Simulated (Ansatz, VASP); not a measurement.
La2AlF: VASP beside Ansatz

```
La Al F
1.0
     4.26498    0.00000    0.00000
     0.00000    4.26498    0.00000
     0.00000    0.00000    5.95894
La Al F
2 1 1
Direct
  0.00000 0.00000 0.50000
  0.50000 0.50000 0.00000
  0.00000 0.00000 0.00000
  0.50000 0.50000 0.50000
```

Change from the starting cell: species swapped into the LiSmSe2 type (P4/mmm, No. 123).

Alike in both runs: functional PBE; k mesh 4 × 4 × 4; occupations gaussian, width 0.1 eV; no spin polarisation.

Ansatz relaxed the structure, and its values are those at the end. VASP's run is a single point on that final structure, the one shown.

|  | VASP | Ansatz |
| --- | --- | --- |
| version | VASP 6.6.1 | Ansatz 0.2.0 |
| potentials or method | VASP PAW PBE potentials, release 64 (La, Al, F) | scalar-relativistic, plane waves, PAW |
| plane-wave cutoff (eV) | 520 | 420 |
| valence electrons in the cell | 32 | 32 |

VASP gave:

- gap on the k mesh at the Fermi level (eV): none
- pressure (GPa): 0.0

Question: Which values does Ansatz return?

Answer: gap on the k mesh at the Fermi level (eV): none; pressure (GPa): 0.1.

A gap of «none» marks a metal or a gap that the smearing closes. The functional is the same, so the differences come from potentials, cutoffs and numerics.

Caveats: the k mesh is coarse (spacing up to 0.37 Å⁻¹), so the values aren't converged. The runs have no spin-orbit coupling, so splittings on La are missing.
